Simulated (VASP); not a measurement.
Given:

```
GeS
1.0
   10.85945     0.00000     0.00000
    0.00000     3.62944     0.00000
    0.00000     0.00000     4.55615
Ge S
4 4
Direct
  0.87225   0.25000   0.36689
  0.12775   0.75000   0.63311
  0.62775   0.75000   0.86689
  0.37225   0.25000   0.13311
  0.65483   0.25000   0.51479
  0.34517   0.75000   0.48521
  0.84517   0.75000   0.01479
  0.15483   0.25000   0.98521
```

Calculation: LDA (Ceperley-Alder, Perdew-Zunger), VASP's LDA PAW potentials (set 64) (plane waves; VASP 6.6.1). Run with 300 eV cut-off, 2×5×4 Γ-centred mesh, Fermi-Dirac smearing of 0.050 eV, potentials Ge_d S.

At this cut-off the stress carries a Pulay error, which pulls relaxed volumes low.

**Question.** Predict the energy per atom (σ→0), pressure.

**Answer.** 
```yaml
energy per atom (σ→0): -5.181 eV/atom
pressure: -4.91 GPa
```

The absolute energy has meaning only against runs of the same code, potentials and settings.

The structure comes from a computed database's GeS entry, a phase known from measurement. The cell was not relaxed at this level.
